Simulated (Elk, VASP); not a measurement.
An input for Elk (PBE, all-electron FP-LAPW, Elk's shipped species files, default APW+lo basis):

```
tasks
  0

xctype
  20

rgkmax
  7.0

stype
  3

swidth
  0.000734986

scale
  1.889726125

avec
    0.0000000000    2.9700000000    2.9700000000
    2.9700000000    0.0000000000    2.9700000000
    2.9700000000    2.9700000000    0.0000000000

atoms
  2   : nspecies
  'Pb.in'   : spfname
  1   : natoms; atposl, bfcmt below
  0.0000000000  0.0000000000  0.0000000000    0.0 0.0 0.0
  'F.in'   : spfname
  2   : natoms; atposl, bfcmt below
  0.2500000000  0.2500000000  0.2500000000    0.0 0.0 0.0
  0.7500000000  0.7500000000  0.7500000000    0.0 0.0 0.0

ngridk
  7 7 7
```

### Question
Translate it to VASP.

### Answer
One set of files that does it:

File KPOINTS:
```
Automatic mesh
0
Gamma
7 7 7
0 0 0
```

POSCAR:
```
PbF2
1
    0.0000000000     2.9700000000     2.9700000000
    2.9700000000     0.0000000000     2.9700000000
    2.9700000000     2.9700000000     0.0000000000
Pb F
1 2
Direct
  0.0000000000   0.0000000000   0.0000000000
  0.2500000000   0.2500000000   0.2500000000
  0.7500000000   0.7500000000   0.7500000000
```

INCAR:
```
ALGO = Normal
EDIFF = 1E-6
ENCUT = 400
GGA = PE
ISIF = 2
ISMEAR = -1
LASPH = .TRUE.
LCHARG = .FALSE.
LMAXMIX = 4
LREAL = .FALSE.
LWAVE = .FALSE.
NELM = 100
PREC = Accurate
SIGMA = 0.02
SYSTEM = PbF2
```

POTCAR, in this order: Pb_d F (PBE.64 set). Program: vasp_std.

Both are inputs of real runs that ended normally. What can't carry over is the choice of potentials or basis and its cut-off, and each code's defaults.

VASP also gives the stress here, which the Elk input doesn't ask for.

The structure is a typed PbF2 crystal (Fm-3m). The cell was not relaxed at this level, and it may have been scaled.
